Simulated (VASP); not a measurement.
OSZICAR of a VASP run on Cu$_{16}$Si:

### OSZICAR
```
...
DAV:   9    -0.605754305063E+02   -0.24580E-05   -0.11947E-04  1664   0.205E-01    0.165E-02
DAV:  10    -0.605754293725E+02    0.11339E-05   -0.34319E-05  1256   0.122E-01
   3 F= -.60575429E+02 E0= -.60571510E+02  d E =-.501675E+00
       N       E                     dE             d eps       ncg     rms          rms(c)
DAV:   1    -0.605753182079E+02    0.11230E-03   -0.50551E-02  1564   0.706E-01    0.275E-02
DAV:   2    -0.605754291725E+02   -0.11096E-03   -0.12647E-03  2304   0.211E-01    0.230E-02
DAV:   3    -0.605754448007E+02   -0.15628E-04   -0.42666E-04  1348   0.338E-01    0.348E-02
DAV:   4    -0.605754123992E+02    0.32402E-04   -0.19060E-04  1344   0.296E-01    0.150E-02
DAV:   5    -0.605754120299E+02    0.36928E-06   -0.16203E-05   948   0.368E-02
   4 F= -.60575412E+02 E0= -.60571516E+02  d E =-.501657E+00
       N       E                     dE             d eps       ncg     rms          rms(c)
DAV:   1    -0.605871607895E+02   -0.11748E-01   -0.56775E+00  1592   0.777E+00    0.190E-01
DAV:   2    -0.605992150708E+02   -0.12054E-01   -0.12274E-01  2416   0.328E+00    0.307E-01
DAV:   3    -0.605986620067E+02    0.55306E-03   -0.27540E-02  1808   0.335E+00    0.202E-01
DAV:   4    -0.605980800798E+02    0.58193E-03   -0.63757E-03  1840   0.141E+00    0.147E-01
DAV:   5    -0.605979654183E+02    0.11466E-03   -0.20016E-03  1868   0.606E-01    0.112E-01
DAV:   6    -0.605978375972E+02    0.12782E-03   -0.11565E-03  1744   0.777E-01    0.524E-02
DAV:   7    -0.605978405447E+02   -0.29475E-05   -0.58725E-04  2228   0.403E-01    0.224E-02
DAV:   8    -0.605978271099E+02    0.13435E-04   -0.14481E-04  1720   0.239E-01    0.138E-02
DAV:   9    -0.605978262042E+02    0.90574E-06   -0.35065E-05  1196   0.120E-01
   5 F= -.60597826E+02 E0= -.60594026E+02  d E =-.224142E-01
       N       E                     dE             d eps       ncg     rms          rms(c)
DAV:   1    -0.605585958519E+02    0.39231E-01   -0.25727E+01  1592   0.167E+01    0.439E-01
DAV:   2    -0.606237431083E+02   -0.65147E-01   -0.64883E-01  2512   0.890E+00    0.789E-01
DAV:   3    -0.606164378622E+02    0.73052E-02   -0.17409E-01  2192   0.829E+00    0.441E-01
DAV:   4    -0.606129555490E+02    0.34823E-02   -0.34544E-02  1840   0.303E+00    0.342E-01
DAV:   5    -0.606126752739E+02    0.28028E-03   -0.10801E-02  1676   0.152E+00    0.269E-01
DAV:   6    -0.606120303120E+02    0.64496E-03   -0.56408E-03  1724   0.152E+00    0.137E-01
DAV:   7    -0.606117937452E+02    0.23657E-03   -0.32860E-03  2288   0.539E-01    0.409E-02
DAV:   8    -0.606117885852E+02    0.51600E-05   -0.32871E-04  1952   0.290E-01    0.312E-02
DAV:   9    -0.606117795515E+02    0.90337E-05   -0.14366E-04  1692   0.266E-01    0.189E-02
DAV:  10    -0.606117778822E+02    0.16693E-05   -0.31501E-05   996   0.109E-01
   6 F= -.60611778E+02 E0= -.60608525E+02  d E =-.363659E-01
       N       E                     dE             d eps       ncg     rms          rms(c)
DAV:   1    -0.606112201565E+02    0.55939E-03   -0.73937E-01  1592   0.280E+00    0.680E-02
DAV:   2    -0.606126504654E+02   -0.14303E-02   -0.14746E-02  2312   0.848E-01    0.815E-02
DAV:   3    -0.606126768092E+02   -0.26344E-04   -0.28007E-03  1800   0.993E-01    0.854E-02
DAV:   4    -0.606125667803E+02    0.11003E-03   -0.10747E-03  1724   0.705E-01    0.467E-02
DAV:   5    -0.606125533647E+02    0.13416E-04   -0.15479E-04  2240   0.195E-01    0.392E-02
DAV:   6    -0.606125491617E+02    0.42031E-05   -0.12351E-04  1872   0.171E-01    0.196E-02
DAV:   7    -0.606125392011E+02    0.99606E-05   -0.60836E-05  1156   0.152E-01
   7 F= -.60612539E+02 E0= -.60609162E+02  d E =-.371272E-01
       N       E                     dE             d eps       ncg     rms          rms(c)
DAV:   1    -0.606131365840E+02   -0.58742E-03   -0.18219E+00  1596   0.436E+00    0.934E-02
DAV:   2    -0.606164919452E+02   -0.33554E-02   -0.35069E-02  2304   0.116E+00    0.107E-01
DAV:   3    -0.606164131892E+02    0.78756E-04   -0.10991E-03  1864   0.627E-01    0.863E-02
DAV:   4    -0.606164093705E+02    0.38187E-05   -0.10997E-03  1920   0.672E-01    0.787E-02
DAV:   5    -0.606163402075E+02    0.69163E-04   -0.37652E-04  1888   0.389E-01    0.627E-02
DAV:   6    -0.606162964289E+02    0.43779E-04   -0.26483E-04  2140   0.215E-01    0.232E-02
DAV:   7    -0.606162817268E+02    0.14702E-04   -0.24571E-04  1744   0.195E-01    0.114E-02
DAV:   8    -0.606162831784E+02   -0.14516E-05   -0.49293E-05  1380   0.968E-02
   8 F= -.60616283E+02 E0= -.60612960E+02  d E =-.374398E-02
       N       E                     dE             d eps       ncg     rms          rms(c)
DAV:   1    -0.606145203684E+02    0.17614E-02   -0.17121E+00  1596   0.423E+00    0.931E-02
DAV:   2    -0.606176641381E+02   -0.31438E-02   -0.32871E-02  2284   0.113E+00    0.101E-01
DAV:   3    -0.606175869351E+02    0.77203E-04   -0.99807E-04  1768   0.566E-01    0.792E-02
DAV:   4    -0.606176012246E+02   -0.14289E-04   -0.92584E-04  1776   0.617E-01    0.742E-02
DAV:   5    -0.606175401057E+02    0.61119E-04   -0.42155E-04  1800   0.417E-01    0.583E-02
DAV:   6    -0.606175119194E+02    0.28186E-04   -0.22123E-04  1372   0.219E-01    0.290E-02
DAV:   7    -0.606174971374E+02    0.14782E-04   -0.39153E-04  2424   0.244E-01    0.179E-02
DAV:   8    -0.606174948724E+02    0.22650E-05   -0.36097E-05  1188   0.107E-01
   9 F= -.60617495E+02 E0= -.60614228E+02  d E =-.495567E-02
       N       E                     dE             d eps       ncg     rms          rms(c)
DAV:   1    -0.606173866243E+02    0.11051E-03   -0.11573E+00  1572   0.340E+00    0.721E-02
DAV:   2    -0.606193310960E+02   -0.19445E-02   -0.20115E-02  2284   0.857E-01    0.860E-02
DAV:   3    -0.606192725042E+02    0.58592E-04   -0.14348E-03  2548   0.562E-01    0.784E-02
DAV:   4    -0.606191927567E+02    0.79747E-04   -0.76096E-04  1740   0.559E-01    0.541E-02
DAV:   5    -0.606191715211E+02    0.21236E-04   -0.95550E-05  1744   0.170E-01    0.437E-02
DAV:   6    -0.606191566368E+02    0.14884E-04   -0.14951E-04  2096   0.219E-01    0.225E-02
DAV:   7    -0.606191520200E+02    0.46168E-05   -0.52766E-05  1532   0.203E-01
  10 F= -.60619152E+02 E0= -.60615830E+02  d E =-.165715E-02
       N       E                     dE             d eps       ncg     rms          rms(c)
DAV:   1    -0.606141408505E+02    0.50158E-02   -0.36326E+00  1572   0.603E+00    0.135E-01
DAV:   2    -0.606208403033E+02   -0.66995E-02   -0.69120E-02  2292   0.163E+00    0.186E-01
DAV:   3    -0.606205139566E+02    0.32635E-03   -0.60640E-03  1860   0.132E+00    0.156E-01
DAV:   4    -0.606202405784E+02    0.27338E-03   -0.29784E-03  1772   0.110E+00    0.101E-01
DAV:   5    -0.606201672842E+02    0.73294E-04   -0.45486E-04  2232   0.324E-01    0.851E-02
DAV:   6    -0.606200895149E+02    0.77769E-04   -0.35455E-04  2108   0.372E-01    0.479E-02
DAV:   7    -0.606200731710E+02    0.16344E-04   -0.26492E-04  2480   0.357E-01    0.201E-02
DAV:   8    -0.606200702668E+02    0.29042E-05   -0.68998E-05  1592   0.184E-01
  11 F= -.60620070E+02 E0= -.60616645E+02  d E =-.257539E-02
       N       E                     dE             d eps       ncg     rms          rms(c)
DAV:   1    -0.606192896080E+02    0.78356E-03   -0.11397E+00  1564   0.333E+00    0.639E-02
DAV:   2    -0.606210325981E+02   -0.17430E-02   -0.18008E-02  2284   0.878E-01    0.862E-02
DAV:   3    -0.606209755266E+02    0.57072E-04   -0.57311E-04  1644   0.461E-01    0.566E-02
DAV:   4    -0.606209800883E+02   -0.45618E-05   -0.27359E-04  1840   0.332E-01    0.552E-02
DAV:   5    -0.606209673724E+02    0.12716E-04   -0.40008E-04  1232   0.389E-01    0.488E-02
DAV:   6    -0.606209333463E+02    0.34026E-04   -0.19842E-04  1808   0.220E-01    0.214E-02
DAV:   7    -0.606209344553E+02   -0.11091E-05   -0.88185E-05  1844   0.189E-01
  12 F= -.60620934E+02 E0= -.60617494E+02  d E =-.864189E-03
       N       E                     dE             d eps       ncg     rms          rms(c)
DAV:   1    -0.606207993397E+02    0.13401E-03   -0.17425E-01  1580   0.131E+00    0.266E-02
DAV:   2    -0.606210670717E+02   -0.26773E-03   -0.28037E-03  2284   0.334E-01    0.292E-02
DAV:   3    -0.606210590257E+02    0.80461E-05   -0.75494E-05  1584   0.185E-01    0.190E-02
DAV:   4    -0.606210587631E+02    0.26257E-06   -0.24021E-05   960   0.114E-01
  13 F= -.60621059E+02 E0= -.60617620E+02  d E =-.988496E-03
       N       E                     dE             d eps       ncg     rms          rms(c)
DAV:   1    -0.606211330530E+02   -0.74027E-04   -0.15245E-01  1580   0.128E+00    0.314E-02
DAV:   2    -0.606215017061E+02   -0.36865E-03   -0.34004E-03  2840   0.690E-01    0.617E-02
DAV:   3    -0.606213834543E+02    0.11825E-03   -0.15135E-03  1952   0.734E-01    0.322E-02
DAV:   4    -0.606213851164E+02   -0.16621E-05   -0.21001E-04  1692   0.218E-01    0.194E-02
DAV:   5    -0.606213869063E+02   -0.17899E-05   -0.60033E-05  1492   0.944E-02
  14 F= -.60621387E+02 E0= -.60617978E+02  d E =-.328143E-03
       N       E                     dE             d eps       ncg     rms          rms(c)
DAV:   1    -0.606212006214E+02    0.18450E-03   -0.18107E-01  1572   0.138E+00    0.317E-02
DAV:   2    -0.606215572822E+02   -0.35666E-03   -0.35649E-03  2360   0.464E-01    0.473E-02
DAV:   3    -0.606215102922E+02    0.46990E-04   -0.10567E-03  1844   0.609E-01    0.372E-02
DAV:   4    -0.606214978728E+02    0.12419E-04   -0.14590E-04  1624   0.235E-01    0.217E-02
DAV:   5    -0.606214958366E+02    0.20362E-05   -0.40649E-05  1260   0.766E-02
  15 F= -.60621496E+02 E0= -.60618121E+02  d E =-.437074E-03
```

Task: Which electronic solver shows in the log?

Result: It is blocked Davidson (ALGO = Normal, or the opening steps of other solvers). The INCAR had ALGO = Normal.

Task: Can the final energy be trusted as converged?

Result: The calculation finished and met its thresholds. It stopped with EDIFF = 1E-5, NELM = 100, NSW = 50 and EDIFFG = -0.03 after 15 ionic steps (PBE GGA, plane waves, VASP's PBE PAW potentials (set 64)).

The cell is a thin slab with vacuum, built from Cu (fcc): (111) face, Si adsorbed.
